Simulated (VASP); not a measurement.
Output of a VASP run:

### OSZICAR
```
...
DAV:  16    -0.463983465055E+02   -0.91350E-04   -0.95666E-06   834   0.149E-02    0.563E-03
DAV:  17    -0.463984270146E+02   -0.80509E-04   -0.38817E-05   775   0.156E-02    0.392E-03
DAV:  18    -0.463984882673E+02   -0.61253E-04   -0.38312E-06   727   0.647E-03    0.197E-03
DAV:  19    -0.463985423497E+02   -0.54082E-04   -0.29755E-06   616   0.483E-03    0.118E-03
DAV:  20    -0.463985833805E+02   -0.41031E-04   -0.36596E-06   665   0.458E-03    0.789E-04
DAV:  21    -0.463985895523E+02   -0.61717E-05   -0.50629E-07   600   0.254E-03
   1 F= -.46398590E+02 E0= -.46399637E+02  d E =-.463986E+02
       N       E                     dE             d eps       ncg     rms          rms(c)
DAV:   1    -0.464082064083E+02   -0.96230E-02   -0.77898E-02   924   0.138E+00    0.105E-01
DAV:   2    -0.464081863027E+02    0.20106E-04   -0.47042E-03  1066   0.371E-01    0.466E-02
DAV:   3    -0.464081743403E+02    0.11962E-04   -0.38608E-04  1391   0.995E-02    0.409E-02
DAV:   4    -0.464081713797E+02    0.29607E-05   -0.25994E-05   908   0.283E-02
   2 F= -.46408171E+02 E0= -.46409194E+02  d E =-.958183E-02
       N       E                     dE             d eps       ncg     rms          rms(c)
DAV:   1    -0.464189433042E+02   -0.10769E-01   -0.54441E-01   917   0.364E+00    0.273E-01
DAV:   2    -0.464188280756E+02    0.11523E-03   -0.32448E-02  1053   0.977E-01    0.127E-01
DAV:   3    -0.464187456125E+02    0.82463E-04   -0.26727E-03  1393   0.262E-01    0.110E-01
DAV:   4    -0.464187266800E+02    0.18932E-04   -0.21632E-04  1301   0.751E-02    0.898E-02
DAV:   5    -0.464186996772E+02    0.27003E-04   -0.79382E-05  1165   0.365E-02    0.254E-02
DAV:   6    -0.464186973376E+02    0.23396E-05   -0.36080E-05   892   0.254E-02
   3 F= -.46418697E+02 E0= -.46419614E+02  d E =-.201078E-01
       N       E                     dE             d eps       ncg     rms          rms(c)
DAV:   1    -0.464243707158E+02   -0.56710E-02   -0.61445E-02   902   0.136E+00    0.835E-02
DAV:   2    -0.464244528377E+02   -0.82122E-04   -0.23665E-03  1199   0.268E-01    0.424E-02
DAV:   3    -0.464244535227E+02   -0.68506E-06   -0.17846E-04  1288   0.725E-02    0.291E-02
DAV:   4    -0.464244520171E+02    0.15056E-05   -0.13600E-05   698   0.227E-02
   4 F= -.46424452E+02 E0= -.46425227E+02  d E =-.575468E-02
       N       E                     dE             d eps       ncg     rms          rms(c)
DAV:   1    -0.464315543291E+02   -0.71008E-02   -0.55255E-01   900   0.408E+00    0.255E-01
DAV:   2    -0.464323179820E+02   -0.76365E-03   -0.21036E-02  1190   0.800E-01    0.118E-01
DAV:   3    -0.464323087747E+02    0.92073E-05   -0.17481E-03  1288   0.224E-01    0.828E-02
DAV:   4    -0.464323032197E+02    0.55549E-05   -0.18990E-04  1397   0.698E-02    0.751E-02
DAV:   5    -0.464322947973E+02    0.84224E-05   -0.50863E-05  1064   0.311E-02
   5 F= -.46432295E+02 E0= -.46432683E+02  d E =-.135975E-01
       N       E                     dE             d eps       ncg     rms          rms(c)
DAV:   1    -0.464343464370E+02   -0.20432E-02   -0.67730E-02   921   0.131E+00    0.875E-02
DAV:   2    -0.464343461717E+02    0.26532E-06   -0.33781E-03  1264   0.300E-01    0.397E-02
DAV:   3    -0.464343259179E+02    0.20254E-04   -0.23499E-04  1336   0.777E-02    0.299E-02
DAV:   4    -0.464343230037E+02    0.29142E-05   -0.21814E-05   827   0.246E-02
   6 F= -.46434323E+02 E0= -.46434754E+02  d E =-.202821E-02
```

### OUTCAR
```
------------------------ aborting loop because EDIFF is reached ----------------------------------------
  FORCE on cell =-STRESS in cart. coord.  units (eV):
  Direction    XX          YY          ZZ          XY          YZ          ZX
  --------------------------------------------------------------------------------------
  Total       -1.8383893     -5.3170680     -0.0728975      0.0000000      0.0000000      0.0049787
  in kB       -6.0526374    -17.5056961     -0.2400047      0.0000000      0.0000000      0.0163916
  external PRESSURE =      -7.9327794 kB  Pullay stress =       0.0000000 kB
  volume of cell :      486.64
      direct lattice vectors                 reciprocal lattice vectors
     6.948852106  0.000000000  0.000000000     0.143908661  0.000000000  0.000000000
     0.000000000  2.836856441  0.000000000     0.000000000  0.352502857  0.000000000
     0.000000000  0.000000000 24.686128646     0.000000000  0.000000000  0.040508579
 POSITION                                       TOTAL-FORCE (eV/Angst)
 -----------------------------------------------------------------------------------
      4.66079      0.70921      7.84869        -0.005720     -0.000000     -0.003172
      6.91912      2.12764      8.66340         0.005971     -0.000000      0.008590
      2.31481      0.70921      9.36589         0.004083     -0.000000     -0.005782
      4.62315      2.12764     10.30699         0.007410     -0.000000      0.012809
      6.93504      0.70921     11.10594        -0.019522     -0.000000     -0.001795
      2.31839      2.12764     11.90080        -0.005261     -0.000000     -0.022657
      4.63047      0.70921     12.78533         0.005261      0.000000      0.022657
      0.01382      2.12764     13.58019         0.019522     -0.000000      0.001795
      2.32570      0.70921     14.37914        -0.007410     -0.000000     -0.012809
      4.63404      2.12764     15.32024        -0.004083     -0.000000      0.005782
      0.02973      0.70921     16.02273        -0.005971     -0.000000     -0.008590
      2.28806      2.12764     16.83744         0.005720     -0.000000      0.003172
 -----------------------------------------------------------------------------------
    total drift:                                0.000000     -0.000000     -0.000000
  FREE ENERGIE OF THE ION-ELECTRON SYSTEM (eV)
  ---------------------------------------------------
  free  energy   TOTEN  =       -46.4343230037 eV

  energy  without entropy=      -46.4356152464  energy(sigma->0) =      -46.43475375

 reached required accuracy - stopping structural energy minimisation
```
(Selected blocks of OUTCAR.)

File POSCAR:
```
Al(211) slab
1
    6.9488521064    -0.0000000000    -0.0000000000
   -0.0000000000     2.8368564409     0.0000000000
    0.0000000000     0.0000000000    24.6861286461
Al
12
Direct
  0.6666670000   0.2500000000   0.3175450000
  1.0000000000   0.7500000000   0.3507180000
  0.3333330000   0.2500000000   0.3838920000
  0.6666670000   0.7500000000   0.4170660000
  0.0000000000   0.2500000000   0.4502390000
  0.3333330000   0.7500000000   0.4834130000
  0.6666670000   0.2500000000   0.5165870000
  0.0000000000   0.7500000000   0.5497610000
  0.3333330000   0.2500000000   0.5829340000
  0.6666670000   0.7500000000   0.6161080000
  0.0000000000   0.2500000000   0.6492820000
  0.3333330000   0.7500000000   0.6824550000
```

### Question
Write an INCAR and KPOINTS that could have produced this output.

### Answer
This is not unique; one that fits is the input of the run itself, PBEsol GGA, plane waves, VASP's PBE PAW potentials (set 64).

KPOINTS:
```
Automatic mesh
0
Gamma
4 10 1
0 0 0
```

**INCAR**
```
SYSTEM  =  Al(211) slab
PREC  =  Normal; ENCUT  =  400; LREAL  =  .FALSE.
LASPH  =  .TRUE.
EDIFF  =  1E-5; NELM  =  100; NELMIN  =  4
ALGO  =  Normal
ISMEAR  =  1; SIGMA  =  0.1
GGA  =  PS
IBRION  =  2; NSW  =  50; ISIF  =  2
EDIFFG  =  -0.03
LWAVE  =  .TRUE.; LCHARG  =  .FALSE.
DIPOL  =  0.5 0.5 0.5
LDIPOL  =  .TRUE.; IDIPOL  =  3
```

POTCAR, in this order: Al (PBE.64 set). Program: vasp_std.

The cell is a thin slab with vacuum, built from Al (fcc): (211) face.
